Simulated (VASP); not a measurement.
Elastic constants (GPa) of a crystal from PBEsol GGA, VASP's PBE PAW potentials (set 64) (VASP):

```csv
,xx,yy,zz,yz,xz,xy
xx,71.6,14.6,14.6,0.0,0.0,0.0
yy,14.6,71.6,14.6,0.0,0.0,0.0
zz,14.6,14.6,71.6,0.0,0.0,0.0
yz,0.0,0.0,0.0,13.6,0.0,0.0
xz,0.0,0.0,0.0,0.0,13.6,0.0
xy,0.0,0.0,0.0,0.0,0.0,13.6
```

### Question
Work out the Voigt, Reuss and Hill moduli, Young's modulus and Poisson's ratio.

### Answer
All eigenvalues are positive (smallest 13.6 GPa), so the crystal is stable. K_V = (C11+C22+C33+2(C12+C13+C23))/9 = (214.8 + 2×43.8)/9 = 33.6 GPa; G_V = (214.8 − 43.8 + 3×40.8)/15 = 19.6 GPa. From the compliances, K_R = 33.6 GPa and G_R = 17.2 GPa. Hill: K = 33.6 GPa, G = 18.4 GPa, E = 9KG/(3K+G) = 46.6 GPa, ν = (3K−2G)/(2(3K+G)) = 0.269. K/G = 1.83, above Pugh's 1.75; universal anisotropy A^U = 0.69.

### Question
With a density of 2.58 g/cm³, what are the mean sound speeds?

### Answer
v_l = √((K+4G/3)/ρ) = 4.75 km/s and v_t = √(G/ρ) = 2.67 km/s. The crystal is KF (rock salt), cubic.

The compound is KF in the rock salt structure. It was relaxed first.
